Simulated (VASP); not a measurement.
Level of theory: LDA (Ceperley-Alder, Perdew-Zunger), VASP's LDA PAW potentials (set 64) (plane waves; VASP).

Input for VASP

**POSCAR**
```
CuI
1
   -0.0000000000     2.8632653919     2.8632653919
    2.8632653919     0.0000000000     2.8632653919
    2.8632653919     2.8632653919     0.0000000000
Cu I
1 1
Direct
  0.0000000000   0.0000000000   0.0000000000
  0.2500000000   0.2500000000   0.2500000000
```

**KPOINTS**
```
Automatic mesh
0
Gamma
8 8 8
0 0 0
```

**INCAR**
```
! general
SYSTEM  = CuI
PREC    = Accurate
ENCUT   = 500   ! plane-wave cut-off (eV)
LREAL   = .FALSE.
LASPH   = .TRUE.

! electronic loop
EDIFF   = 1E-6
NELM    = 100   ! most electronic steps
ALGO    = Normal   ! blocked Davidson
LMAXMIX = 4

! smearing
ISMEAR  = 0   ! Gaussian
SIGMA   = 0.05

! ions
IBRION  = 2
NSW     = 40   ! most ionic steps
ISIF    = 3   ! ions, shape and volume
EDIFFG  = -0.02
PSTRESS = 50

! output
LWAVE   = .FALSE.
LCHARG  = .FALSE.
```

POTCAR, in this order: Cu I (LDA.64 set). Program: vasp_std.

Output

OUTCAR:
```
 ion  position               nearest neighbor table
   1  0.000  0.000  0.000-   2 2.48   2 2.48   2 2.48   2 2.48
   2  0.250  0.250  0.250-   1 2.48   1 2.48   1 2.48   1 2.48
  LATTYP: Found a face centered cubic cell.
 ALAT       =     5.7265307838
 Subroutine PRICEL returns:
 Original cell was already a primitive cell.
 Subroutine GETGRP returns: Found 24 space group operations
The static configuration has the point symmetry T_d .
The dynamic configuration has the point symmetry T_d .
 Subroutine INISYM returns: Found 24 space group operations
 Subroutine IBZKPT returns following result:
 Found     29 irreducible k-points:

 Following reciprocal coordinates:
            Coordinates               Weight
  0.000000  0.000000  0.000000      1.000000
  0.125000  0.000000  0.000000      8.000000
  0.250000  0.000000  0.000000      8.000000
  0.375000  0.000000  0.000000      8.000000
  0.500000  0.000000  0.000000      4.000000
  0.125000  0.125000  0.000000      6.000000
  0.250000  0.125000  0.000000     24.000000
  0.375000  0.125000  0.000000     24.000000
  0.500000  0.125000  0.000000     24.000000
 -0.375000  0.125000  0.000000     24.000000
 -0.250000  0.125000  0.000000     24.000000
 -0.125000  0.125000  0.000000     12.000000
  0.250000  0.250000  0.000000      6.000000
  0.375000  0.250000  0.000000     24.000000
  0.500000  0.250000  0.000000     24.000000
 -0.375000  0.250000  0.000000     24.000000
 -0.250000  0.250000  0.000000     12.000000
  0.375000  0.375000  0.000000      6.000000
  0.500000  0.375000  0.000000     24.000000
 -0.375000  0.375000  0.000000     12.000000
  0.500000  0.500000  0.000000      3.000000
  0.375000  0.250000  0.125000     24.000000
  0.500000  0.250000  0.125000     48.000000
 -0.375000  0.250000  0.125000     24.000000
...
```

**OSZICAR**
```
       N       E                     dE             d eps       ncg     rms          rms(c)
DAV:   1     0.106196210668E+03    0.10620E+03   -0.79738E+03   754   0.152E+03
DAV:   2     0.454626785484E+00   -0.10574E+03   -0.10051E+03   769   0.278E+02
DAV:   3    -0.709053613210E+01   -0.75452E+01   -0.74420E+01  1022   0.867E+01
DAV:   4    -0.733118479251E+01   -0.24065E+00   -0.24052E+00   936   0.135E+01
DAV:   5    -0.733855298920E+01   -0.73682E-02   -0.73680E-02  1100   0.237E+00    0.713E+00
DAV:   6    -0.720933972611E+01    0.12921E+00   -0.56809E+00   769   0.765E+01    0.456E+00
DAV:   7    -0.695526975549E+01    0.25407E+00   -0.13098E+00   869   0.458E+01    0.233E+00
DAV:   8    -0.695182404918E+01    0.34457E-02   -0.81718E-02  1150   0.546E+00    0.587E-01
DAV:   9    -0.694576428169E+01    0.60598E-02   -0.22805E-02   916   0.526E+00    0.248E-01
DAV:  10    -0.694585073460E+01   -0.86453E-04   -0.10486E-03   859   0.274E-01    0.184E-01
DAV:  11    -0.694569381102E+01    0.15692E-03   -0.94525E-04  1031   0.115E+00    0.418E-02
DAV:  12    -0.694569518171E+01   -0.13707E-05   -0.12371E-04  1108   0.154E-01    0.440E-02
DAV:  13    -0.694569509848E+01    0.83226E-07   -0.20027E-06   643   0.224E-02
   1 F= -.54805716E+01 E0= -.54805716E+01  d E =-.548057E+01
       N       E                     dE             d eps       ncg     rms          rms(c)
DAV:   1    -0.695390550522E+01   -0.82103E-02   -0.54693E-02   769   0.639E+00    0.457E-01
DAV:   2    -0.695190752664E+01    0.19980E-02   -0.33836E-02   809   0.664E+00    0.196E-01
DAV:   3    -0.695062832131E+01    0.12792E-02   -0.69888E-03   789   0.313E+00    0.808E-02
DAV:   4    -0.695051176766E+01    0.11655E-03   -0.37384E-04   941   0.213E-01    0.255E-02
DAV:   5    -0.695050517248E+01    0.65952E-05   -0.14377E-05  1107   0.110E-01    0.203E-02
DAV:   6    -0.695050181289E+01    0.33596E-05   -0.29542E-06   844   0.291E-02    0.625E-03
DAV:   7    -0.695050149596E+01    0.31693E-06   -0.11714E-06   562   0.301E-02
   2 F= -.54802793E+01 E0= -.54802793E+01  d E =0.292336E-03
       N       E                     dE             d eps       ncg     rms          rms(c)
DAV:   1    -0.694882517818E+01    0.16766E-02   -0.28030E-02   764   0.459E+00    0.327E-01
DAV:   2    -0.694784666804E+01    0.97851E-03   -0.17747E-02   794   0.473E+00    0.143E-01
DAV:   3    -0.694715547765E+01    0.69119E-03   -0.36710E-03   779   0.231E+00    0.559E-02
DAV:   4    -0.694709867603E+01    0.56802E-04   -0.18996E-04   834   0.120E-01    0.199E-02
DAV:   5    -0.694709457441E+01    0.41016E-05   -0.96680E-06  1056   0.101E-01    0.153E-02
DAV:   6    -0.694709291001E+01    0.16644E-05   -0.16856E-06   569   0.194E-02    0.532E-03
DAV:   7    -0.694709267987E+01    0.23014E-06   -0.66711E-07   430   0.243E-02
   3 F= -.54805161E+01 E0= -.54805161E+01  d E =0.554825E-04
       N       E                     dE             d eps       ncg     rms          rms(c)
DAV:   1    -0.694637586524E+01    0.71704E-03   -0.15210E-03   764   0.107E+00    0.756E-02
DAV:   2    -0.694632250211E+01    0.53363E-04   -0.93494E-04   804   0.109E+00    0.327E-02
DAV:   3    -0.694628637530E+01    0.36127E-04   -0.19313E-04   784   0.527E-01    0.132E-02
DAV:   4    -0.694628329157E+01    0.30837E-05   -0.10620E-05   887   0.305E-02    0.438E-03
DAV:   5    -0.694628307436E+01    0.21722E-06   -0.35293E-07   412   0.217E-02
   4 F= -.54805504E+01 E0= -.54805504E+01  d E =0.211996E-04
       N       E                     dE             d eps       ncg     rms          rms(c)
DAV:   1    -0.694598846518E+01    0.29483E-03   -0.21692E-04   769   0.398E-01    0.290E-02
DAV:   2    -0.694598057256E+01    0.78926E-05   -0.13555E-04   799   0.416E-01    0.125E-02
DAV:   3    -0.694597531948E+01    0.52531E-05   -0.28296E-05   789   0.202E-01    0.510E-03
DAV:   4    -0.694597481928E+01    0.50020E-06   -0.13470E-06   430   0.120E-02
   5 F= -.54805612E+01 E0= -.54805612E+01  d E =0.103949E-04
       N       E                     dE             d eps       ncg     rms          rms(c)
DAV:   1    -0.694583509194E+01    0.14023E-03   -0.47310E-05   764   0.186E-01    0.140E-02
DAV:   2    -0.694583331396E+01    0.17780E-05   -0.31450E-05   789   0.201E-01    0.607E-03
DAV:   3    -0.694583208432E+01    0.12296E-05   -0.66778E-06   764   0.974E-02    0.253E-03
DAV:   4    -0.694583195738E+01    0.12695E-06   -0.27573E-07   392   0.585E-03
   6 F= -.54805658E+01 E0= -.54805658E+01  d E =0.576683E-05
       N       E                     dE             d eps       ncg     rms          rms(c)
DAV:   1    -0.694576477818E+01    0.67306E-04   -0.10678E-05   774   0.886E-02    0.664E-03
DAV:   2    -0.694576438003E+01    0.39815E-06   -0.71078E-06   764   0.957E-02
   7 F= -.54805683E+01 E0= -.54805683E+01  d E =0.334373E-05
```

OUTCAR:
```
------------------------ aborting loop because EDIFF is reached ----------------------------------------
  FORCE on cell =-STRESS in cart. coord.  units (eV):
  Direction    XX          YY          ZZ          XY          YZ          ZX
  --------------------------------------------------------------------------------------
  Total        1.4800177      1.4800177      1.4800177      0.0000000      0.0000000      0.0000000
  in kB       50.5057880     50.5057880     50.5057880      0.0000000      0.0000000      0.0000000
  external PRESSURE =       0.5057880 kB  Pullay stress =      50.0000000 kB
  volume of cell :       46.95
      direct lattice vectors                 reciprocal lattice vectors
     0.000000000  2.863312701  2.863312701    -0.174622911  0.174622911  0.174622911
     2.863312701 -0.000000000  2.863312701     0.174622911 -0.174622911  0.174622911
     2.863312701  2.863312701  0.000000000     0.174622911  0.174622911 -0.174622911
  FREE ENERGIE OF THE ION-ELECTRON SYSTEM (eV)
  ---------------------------------------------------
  free  energy   TOTEN  =        -6.9457643800 eV

  energy  without entropy=       -6.9457643800  energy(sigma->0) =       -6.94576438
  enthalpy is  TOTEN    =        -5.4805682706 eV   P V=        1.4651961095

 reached required accuracy - stopping structural energy minimisation
```
(Selected blocks of OUTCAR.)

**CONTCAR**
```
CuI
   1.00000000000000
     0.0000000000000000    2.8633127012254720    2.8633127012254720
     2.8633127012254720   -0.0000000000000000    2.8633127012254720
     2.8633127012254720    2.8633127012254720    0.0000000000000000
  Cu              I
     1     1
Direct
     0.0000000000000000    0.0000000000000000    0.0000000000000000
     0.2500000000000000    0.2500000000000000    0.2500000000000000
```

The compound is CuI in the zinc blende structure. This run relaxes it under an external pressure of 5 GPa. Symmetry was kept, so distortions that lower it aren't found.
